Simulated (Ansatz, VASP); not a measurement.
Re2S: VASP beside Ansatz

```xyz
6
Lattice="0.0000 3.6822 3.6822 3.6822 0.0000 3.6822 3.6822 3.6822 0.0000" Properties=species:S:1:pos:R:3 pbc="T T T"
Re    4.6028    4.6028    4.6028
Re    4.6028    2.7617    2.7617
Re    2.7617    2.7617    4.6028
Re    2.7617    4.6028    2.7617
S     0.0000    0.0000    0.0000
S     1.8411    1.8411    1.8411
```

Alike in both runs: functional PBE; k mesh 10 × 10 × 10; occupations gaussian, width 0.1 eV; no spin polarisation.

Ansatz relaxed the structure, and its values are those at the end. VASP's run is a single point on that final structure, the one shown.

|  | VASP | Ansatz |
| --- | --- | --- |
| version | VASP 6.6.1 | Ansatz 0.2.0 |
| potentials or method | VASP PAW PBE potentials, release 64 (Re, S) | scalar-relativistic, plane waves, PAW |
| plane-wave cutoff (eV) | 520 | 420 |
| valence electrons in the cell | 40 | 72 |

```csv
,VASP,Ansatz,Ansatz less VASP
gap on the k mesh at the Fermi level (eV),none,none,-
pressure (GPa),-0.3,0.0,+0.30
```

A gap of «none» marks a metal or a gap that the smearing closes. The two sets of potentials don't hold the same shells in valence.

The runs have no spin-orbit coupling, so splittings on Re are missing.
